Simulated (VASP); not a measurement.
```
CELL_PARAMETERS angstrom
      3.44366     0.00000     0.00000
      0.00000     3.44366     0.00000
      0.00000     0.00000     3.44366
ATOMIC_POSITIONS crystal
  Fe 0.00000 0.00000 0.00000
  Ni 0.00000 0.50000 0.50000
  Ni 0.50000 0.00000 0.50000
  Ni 0.50000 0.50000 0.00000
```
Starting moments (μB, in the order of the record's atoms Fe Ni Ni Ni): 2.9 0.6 0.6 0.6.

Computed with PBE GGA, VASP's PBE PAW potentials (set 64) (plane waves; VASP). Run with 500 eV cut-off, 9×9×9 Γ-centred mesh, first-order Methfessel-Paxton smearing of 0.10 eV, potentials Fe Ni.

Energy and stress use the plane-wave basis of the starting cell.

The ions, cell shape and volume at an external pressure of 30.0 GPa are relaxed. What does this cell relax into?

```
CELL_PARAMETERS angstrom
      3.40686     0.00000     0.00000
      0.00000     3.40686     0.00000
      0.00000     0.00000     3.40686
ATOMIC_POSITIONS crystal
  Fe 0.00000 0.00000 0.00000
  Ni 0.00000 0.50000 0.50000
  Ni 0.50000 0.00000 0.50000
  Ni 0.50000 0.50000 0.00000
```
Space group Pm-3m (221), at a tolerance of 0.03 Å. The cell ends with 4.46 μB, on the sites 2.74 0.57 0.57 0.57 μB.

How do energy and volume change from the first to the last step?

The energy (σ→0) changes by +49.9 meV/atom and the volume by -3.2 %, in 3 ionic steps.

The compound is Ni3Fe in the L1_2 structure. This run relaxes it under an external pressure of 30 GPa. Symmetry was kept, so distortions that lower it aren't found.
